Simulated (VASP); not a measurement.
Calculation: PBE GGA, VASP's PBE PAW potentials (set 64) (plane waves; VASP).

Input for VASP

**INCAR**
```
LMAXMIX=4   ! l cut-off of mixed one-centre charges
PREC=Accurate
NELM=100   ! most electronic steps
SYSTEM=CsCl
LCHARG=.FALSE.
SIGMA=0.05
LREAL=.FALSE.
ISIF=2   ! forces and stress, cell fixed
LWAVE=.FALSE.
EDIFF=1E-6   ! SCF stop (eV)
ENCUT=400
ALGO=Normal   ! blocked Davidson
LASPH=.TRUE.
ISMEAR=0
GGA=PE
```

File POSCAR:
```
CsCl
1
    4.1200000000     0.0000000000     0.0000000000
    0.0000000000     4.1200000000     0.0000000000
    0.0000000000     0.0000000000     4.1200000000
Cs Cl
1 1
Direct
  0.0000000000   0.0000000000   0.0000000000
  0.5000000000   0.5000000000   0.5000000000
```

File KPOINTS:
```
Automatic mesh
0
Monkhorst-Pack
4 4 4
0 0 0
```

POTCAR, in this order: Cs_sv Cl (PBE.64 set). Program: vasp_std.

Q: Predict the energy per atom (σ→0), pressure.

A: 
```json
{
  "energy per atom (σ→0)": "-314.8 kJ/mol of atoms",
  "pressure": "1.06 GPa"
}
```

File OSZICAR:
```
...
DAV:   6    -0.656943374893E+01    0.37084E+00   -0.62470E-01   112   0.462E+00    0.177E+00
DAV:   7    -0.652497171684E+01    0.44462E-01   -0.19946E-01   124   0.255E+00    0.104E+00
DAV:   8    -0.652571715309E+01   -0.74544E-03   -0.14877E-02   116   0.922E-01    0.137E-01
DAV:   9    -0.652605206138E+01   -0.33491E-03   -0.33854E-03   124   0.379E-01    0.116E-01
DAV:  10    -0.652618791443E+01   -0.13585E-03   -0.27346E-04   104   0.139E-01    0.197E-02
DAV:  11    -0.652620548613E+01   -0.17572E-04   -0.34895E-05   124   0.445E-02    0.587E-03
DAV:  12    -0.652620499124E+01    0.49489E-06   -0.85092E-06   116   0.186E-02
   1 F= -.65262050E+01 E0= -.65262050E+01  d E =-.708406E-19
```

The compound is CsCl in the CsCl type structure. The cell was not relaxed at this level. The run is one of a series of settings (KPOINTS 4×4×4 Monkhorst-Pack mesh against the base run), some of them coarse on purpose.
